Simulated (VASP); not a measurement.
Computed with PBEsol GGA, VASP's PBE PAW potentials (set 64) (plane waves; VASP).

The input files of a VASP run:

**KPOINTS**
```
Automatic mesh
0
Gamma
12 12 12
0 0 0
```

### POSCAR
```
AuZn
1.0
  3.1270379201   0.0000000000   0.0000000000
  0.0000000000   3.1270379201   0.0000000000
  0.0000000000   0.0000000000   3.1114027305
Zn Au
1 1
Cartesian
  1.5635189600   1.5635189600   1.5557013653
  0.0000000000   0.0000000000   0.0000000000
```

INCAR:
```
SYSTEM = AuZn
PREC = Accurate
ENCUT = 480
EDIFF = 1E-7
NELM = 100
ALGO = Normal
LREAL = .FALSE.
LASPH = .TRUE.
ISMEAR = 1
SIGMA = 0.1
GGA = PS
LMAXMIX = 6
LWAVE = .FALSE.
LCHARG = .FALSE.
ISIF = 2
IBRION = 2
NSW = 30
EDIFFG = -0.01
```

POTCAR, in this order: Zn Au (PBE.64 set). Program: vasp_std.

Unless said otherwise, spin-orbit coupling is left out, though it shifts the bands of the heavy elements here.

**Question.** What does the run give for the energy per atom (σ→0), pressure, band gap (on the k-mesh)?

**Answer.** 
```
Property                                                    Result
------------------------  ----------------------------------------
energy per atom (σ→0)                               -2.977 eV/atom
band gap (on the k-mesh)  none (metal, semimetal or under 0.01 eV)
pressure                                                  1.07 GPa
```

### OSZICAR
```
...
DAV:   6    -0.599489244987E+01    0.53847E+00   -0.18586E+00  6097   0.172E+01    0.572E+00
DAV:   7    -0.596452373176E+01    0.30369E-01   -0.44040E-02  8182   0.400E+00    0.301E+00
DAV:   8    -0.595437857859E+01    0.10145E-01   -0.79339E-03  7523   0.114E+00    0.121E-01
DAV:   9    -0.595440619641E+01   -0.27618E-04   -0.36735E-04  6657   0.240E-01    0.584E-02
DAV:  10    -0.595441308533E+01   -0.68889E-05   -0.21578E-05  7717   0.752E-02    0.153E-02
DAV:  11    -0.595441306856E+01    0.16764E-07   -0.45043E-06  6860   0.405E-02    0.267E-03
DAV:  12    -0.595441303801E+01    0.30552E-07   -0.53915E-08  3948   0.667E-03
   1 F= -.59544130E+01 E0= -.59543163E+01  d E =-.595441E+01
```

The compound is AuZn in the CsCl type structure. This cell was strained or had an atom moved on purpose. The electron count is odd and the run is not spin-polarised, which forces a metal.
